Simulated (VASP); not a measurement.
# MgW (P2/c) in VASP: equation of state, part 2 of 2

VASP 6.6.1.

## Step 4: Equation of state, PBE, 31.93 Å³/atom (volume scaled by 0.98)

Input file INCAR:

```
PREC     = Accurate       # precision mode
ENCUT    = 520            # plane-wave cutoff, eV
EDIFF    = 1E-7           # SCF threshold, eV
ISMEAR   = -1             # smearing method
SIGMA    = 0.05           # smearing width, eV
LREAL    = False          # projectors in reciprocal space
LASPH    = True           # aspherical terms in the spheres
NELM     = 60             # most SCF steps
ALGO     = Normal         # electronic algorithm
ISIF     = 2              # what is computed and relaxed
LWAVE    = False          # write WAVECAR
LCHARG   = False          # write CHGCAR
GGA      = PE             # functional
NBANDS   = 24             # bands
```

Input file KPOINTS:

```
regular mesh
0
Gamma
  6 5 6
```

Input file POSCAR:

```
MgW
1.0
    4.6485896576      0.0000000000      0.0000000000
    0.0000000000      5.6220122782      0.0000000000
   -0.0281468221      0.0000000000      4.8868978135
W Mg
2 2
Direct
    0.0000000000      0.1820000000      0.2500000000
    0.0000000000      0.8180000000      0.7500000000
    0.5000000000      0.6800000000      0.2500000000
    0.5000000000      0.3200000000      0.7500000000
```

Started as:

```
$ cat potpaw_PBE.64/W_sv/POTCAR potpaw_PBE.64/Mg/POTCAR > POTCAR
$ mpirun -np 1 vasp_std > vasp.out
```

Run time: 2.5 min. Hardware: 1 thread of Intel Xeon Platinum 8375C at 2.90GHz (Ice Lake), shared host; peak memory 0.33 GiB.

It converged, with:

| Quantity | Value |
| --- | --- |
| Free energy | -19.3319 eV |
| Pressure | -20.9 GPa |
| Largest force | 2.829 eV/Å |
| Band gap on the k mesh | none (metal or under the smearing width) |

Caveat: forces of over 1 eV/Å show positions far from the minimum, so gaps and moduli don't describe the material at rest.

## Step 5: Equation of state, PBE, 33.23 Å³/atom (volume scaled by 1.02)

Input file INCAR:

```
PREC = Accurate
ENCUT = 520
EDIFF = 1E-7
ISMEAR = -1
SIGMA = 0.05
LREAL = F
LASPH = T
NELM = 100
ALGO = Normal
ISIF = 2
LWAVE = F
LCHARG = F
GGA = PE
NBANDS = 24
```

KPOINTS is that of step 4.

Input file POSCAR:

```
MgW
1.0
    4.7109942807      0.0000000000      0.0000000000
    0.0000000000      5.6974845361      0.0000000000
   -0.0285246769      0.0000000000      4.9525015856
W Mg
2 2
Direct
    0.0000000000      0.1820000000      0.2500000000
    0.0000000000      0.8180000000      0.7500000000
    0.5000000000      0.6800000000      0.2500000000
    0.5000000000      0.3200000000      0.7500000000
```

Potentials or basis: VASP PAW PBE potentials, release 64 (W_sv, Mg).

Started as:

```
$ cat potpaw_PBE.64/W_sv/POTCAR potpaw_PBE.64/Mg/POTCAR > POTCAR
$ mpirun -np 1 vasp_std > vasp.out
```

OUTCAR:

```text
PREC = Accurate
   ENCUT = 520
   EDIFF = 1E-7
   ISMEAR = -1
   LREAL = F
   LASPH = T
   NELM = 100
   ISIF = 2
   GGA = PE

 Found     60 irreducible k-points:

 Following reciprocal coordinates:
            Coordinates               Weight
  0.000000  0.000000  0.000000      1.000000
  0.166667  0.000000 -0.000000      2.000000
  0.333333  0.000000  0.000000      2.000000
  0.500000  0.000000  0.000000      1.000000
  0.000000  0.200000  0.000000      2.000000
  0.166667  0.200000 -0.000000      4.000000
   k-points           NKPTS =     60   k-points in BZ     NKDIM =     60   number of bands    NBANDS=     24
   number of dos      NEDOS =    301   number of ions     NIONS =      4
   total plane-waves  NPLWV =  60480
   dimension x,y,z NGX =    36 NGY =   42 NGZ =   40
   dimension x,y,z NGXF=    72 NGYF=   84 NGZF=   80
   ions per type =               2   2
   NGX,Y,Z   is equivalent  to a cutoff of  12.70, 12.26, 13.43 a.u.
   NGXF,Y,Z  is equivalent  to a cutoff of  25.41, 24.51, 26.85 a.u.
 SYSTEM =  unknown system
   PREC   = accura    normal or accurate (medium, high low for compatibility)
   ISTART =      0    job   : 0-new  1-cont  2-samecut
   ICHARG =      2    charge: 1-file 2-atom 10-const
[... 54 lines left out ...]
 E-fermi :   1.8274     XC(G=0):  -8.6048

 val. band max:        1.8189272577   @ k =  -0.1667   0.4000   0.3333
 cond. band min:       1.8766016583   @ k =   0.1667   0.2000  -0.0000
 fundamental gap:      0.0576744006
 Fermi energy:         1.8274098451

 k-point     1 :       0.0000    0.0000    0.0000
  band No.  band energies     occupation
      1     -72.6892      2.00000
      2     -72.6836      2.00000
      3     -36.8354      2.00000
      4     -36.8217      2.00000
      5     -36.7441      2.00000
      6     -36.7425      2.00000
[... 151 lines left out ...]
     23       4.8188      0.00000
     24       5.4281      0.00000

 [... further k-points ...]

------------------------ aborting loop because EDIFF is reached ----------------------------------------

  FORCE on cell =-STRESS in cart. coord.  units (eV):
  Direction    XX          YY          ZZ          XY          YZ          ZX
  --------------------------------------------------------------------------------------
  -------------------------------------------------------------------------------------
  Total      -13.3583391    -18.1350334    -19.1669331      0.0000000      0.0000000      0.0795527
  in kB     -161.0062332   -218.5790768   -231.0164225      0.0000000      0.0000000      0.9588374
  external PRESSURE =    -203.5339108 kB  Pullay stress =       0.0000000 kB

 VOLUME and BASIS-vectors are now :
 -----------------------------------------------------------------------------
  energy-cutoff  :      520.00
  volume of cell :      132.93
      direct lattice vectors                 reciprocal lattice vectors
     4.710994281  0.000000000  0.000000000     0.212269415  0.000000000  0.001222598
     0.000000000  5.697484536  0.000000000     0.000000000  0.175516053  0.000000000
    -0.028524677  0.000000000  4.952501586     0.000000000  0.000000000  0.201918158

 POSITION                                       TOTAL-FORCE (eV/Angst)
 -----------------------------------------------------------------------------------
     -0.00713      1.03694      1.23813         0.000000     -2.793063      0.000000
     -0.02139      4.66054      3.71438         0.000000      2.793063      0.000000
      2.34837      3.87429      1.23813        -0.000000      0.573725      0.000000
      2.33410      1.82320      3.71438         0.000000     -0.573725      0.000000
 -----------------------------------------------------------------------------------
    total drift:                                0.000000      0.000000      0.000000

  FREE ENERGIE OF THE ION-ELECTRON SYSTEM (eV)
  ---------------------------------------------------
  free  energy   TOTEN  =       -18.6612020425 eV

  energy  without entropy=      -18.6224945994  energy(sigma->0) =      -18.64184832
```

OSZICAR:

```text
N       E                     dE             d eps       ncg     rms          rms(c)
DAV:   1     0.258860931190E+03    0.25886E+03   -0.17665E+04  3368   0.119E+03
DAV:   2    -0.988079523127E+01   -0.26874E+03   -0.25652E+03  3400   0.325E+02
DAV:   3    -0.203028351767E+02   -0.10422E+02   -0.95017E+01  3896   0.589E+01
DAV:   4    -0.205945798475E+02   -0.29174E+00   -0.28960E+00  3024   0.980E+00
DAV:   5    -0.206003909639E+02   -0.58111E-02   -0.58069E-02  3712   0.142E+00    0.895E+00
DAV:   6    -0.189271795784E+02    0.16732E+01   -0.85851E+00  3240   0.155E+01    0.240E+00
DAV:   7    -0.187231590511E+02    0.20402E+00   -0.64380E-01  3072   0.387E+00    0.136E+00
DAV:   8    -0.186666839541E+02    0.56475E-01   -0.11701E-01  3432   0.185E+00    0.655E-01
DAV:   9    -0.186612191134E+02    0.54648E-02   -0.14561E-02  3768   0.838E-01    0.177E-01
DAV:  10    -0.186612147956E+02    0.43178E-05   -0.10883E-03  3408   0.233E-01    0.558E-02
DAV:  11    -0.186612009718E+02    0.13824E-04   -0.10025E-04  3312   0.995E-02    0.118E-02
DAV:  12    -0.186612019365E+02   -0.96475E-06   -0.10595E-05  3272   0.267E-02    0.515E-03
DAV:  13    -0.186612022234E+02   -0.28683E-06   -0.98759E-07  3472   0.726E-03    0.193E-03
DAV:  14    -0.186612020610E+02    0.16237E-06   -0.12943E-07  1848   0.324E-03    0.343E-04
DAV:  15    -0.186612020425E+02    0.18460E-07   -0.17921E-08  1608   0.961E-04
   1 F= -.18661202E+02 E0= -.18641848E+02  d E =-.387074E-01
```

stdout:

```text
POSCAR found type information on POSCAR W Mg
 POSCAR found :  2 types and       4 ions
 scaLAPACK will be used
 LDA part: xc-table for (Slater+PW92), standard interpolation
 POSCAR, INCAR and KPOINTS ok, starting setup
 FFT: planning ... GRIDC
 FFT: planning ... GRID_SOFT
 FFT: planning ... GRID
 WAVECAR not read
 entering main loop
```

Run time: 2.9 min. Hardware: 1 thread of Intel Xeon Platinum 8375C at 2.90GHz (Ice Lake), shared host; peak memory 0.34 GiB.

What came out:

* Free energy: -18.6612 eV
* Pressure: -20.4 GPa
* Largest force: 2.793 eV/Å
* Band gap on the k mesh: none (metal or under the smearing width)

Caveat: forces of over 1 eV/Å show positions far from the minimum, so gaps and moduli don't describe the material at rest.

## Step 6: Equation of state, PBE, 33.88 Å³/atom (volume scaled by 1.04)

Input file INCAR:

```
SYSTEM = MgW
ALGO     = Normal         ! electronic algorithm
EDIFF    = 1E-7           ! SCF threshold, eV
ENCUT    = 520            ! plane-wave cutoff, eV
GGA      = PE             ! functional
ISIF     = 2              ! what is computed and relaxed
ISMEAR   = -1             ! smearing method
LASPH    = .TRUE.         ! aspherical terms in the spheres
LCHARG   = .FALSE.        ! write CHGCAR
LREAL    = .FALSE.        ! projectors in reciprocal space
LWAVE    = .FALSE.        ! write WAVECAR
NBANDS   = 24             ! bands
NELM     = 80             ! most SCF steps
PREC     = Accurate       ! precision mode
SIGMA    = 0.05           ! smearing width, eV
```

Input file KPOINTS:

```
k-points
0
G
  6 5 6
  0 0 0
```

Input file POSCAR:

```
MgW
1.0
    4.7415860099      0.0000000000      0.0000000000
    0.0000000000      5.7344822256      0.0000000000
   -0.0287099072      0.0000000000      4.9846615879
W Mg
2 2
Direct
    0.0000000000      0.1820000000      0.2500000000
    0.0000000000      0.8180000000      0.7500000000
    0.5000000000      0.6800000000      0.2500000000
    0.5000000000      0.3200000000      0.7500000000
```

Potentials or basis: VASP PAW PBE potentials, release 64 (W_sv, Mg).

Started as:

```
$ cat potpaw_PBE.64/W_sv/POTCAR potpaw_PBE.64/Mg/POTCAR > POTCAR
$ mpirun -np 1 vasp_std > vasp.out
```

It took 3.2 min on 1 thread of Intel Xeon Platinum 8375C at 2.90GHz (Ice Lake), shared host; peak memory 0.35 GiB.

It converged, with:

```yaml
Free_energy: -18.3328 eV
Pressure: -20.1 GPa
Largest_force: 2.771 eV/Å
Band_gap_on_the_k_mesh: none (metal or under the smearing width)
```

Caveat: forces of over 1 eV/Å show positions far from the minimum, so gaps and moduli don't describe the material at rest.

## Step 7: Equation of state, PBE, 34.54 Å³/atom (volume scaled by 1.06)

Input file INCAR:

```
SYSTEM = MgW
PREC = Accurate ; ENCUT = 520
EDIFF = 1E-7 ; ISMEAR = -1
SIGMA = 0.05 ; LREAL = .False.
LASPH = .True. ; NELM = 80
ALGO = Normal ; ISIF = 2
LWAVE = .False. ; LCHARG = .False.
GGA = PE ; NBANDS = 24
```

Input file KPOINTS:

```
regular mesh
0
Gamma
  6 5 6
  0 0 0
```

Input file POSCAR:

```
MgW
1.0
    4.7717880089      0.0000000000      0.0000000000
    0.0000000000      5.7710085749      0.0000000000
   -0.0288927778      0.0000000000      5.0164118808
W Mg
2 2
Direct
    0.0000000000      0.1820000000      0.2500000000
    0.0000000000      0.8180000000      0.7500000000
    0.5000000000      0.6800000000      0.2500000000
    0.5000000000      0.3200000000      0.7500000000
```

Started as:

```
$ cat potpaw_PBE.64/W_sv/POTCAR potpaw_PBE.64/Mg/POTCAR > POTCAR
$ mpirun -np 1 vasp_std > vasp.out
```

Run time: 3.2 min. Hardware: 1 thread of Intel Xeon Platinum 8375C at 2.90GHz (Ice Lake), shared host; peak memory 0.35 GiB.

The run converged. Its results:

```
Free energy            : -18.0094 eV
Pressure               : -19.7 GPa
Largest force          : 2.748 eV/Å
Band gap on the k mesh : none (metal or under the smearing width)
```

Caveat: forces of over 1 eV/Å show positions far from the minimum, so gaps and moduli don't describe the material at rest.

## Step 8: Equation of state, PBE

No new run: the results of the series are fitted here.

What came out:

```
Equilibrium volume : outside the volumes run
```

Energy against volume, from the lowest point:
| volume (Å³/atom) | energy (meV/atom) |
| --- | --- |
| 30.626 | 0.00 |
| 31.277 | 86.54 |
| 31.929 | 172.16 |
| 32.581 | 256.75 |
| 33.232 | 340.24 |
| 33.884 | 422.56 |
| 34.536 | 503.65 |
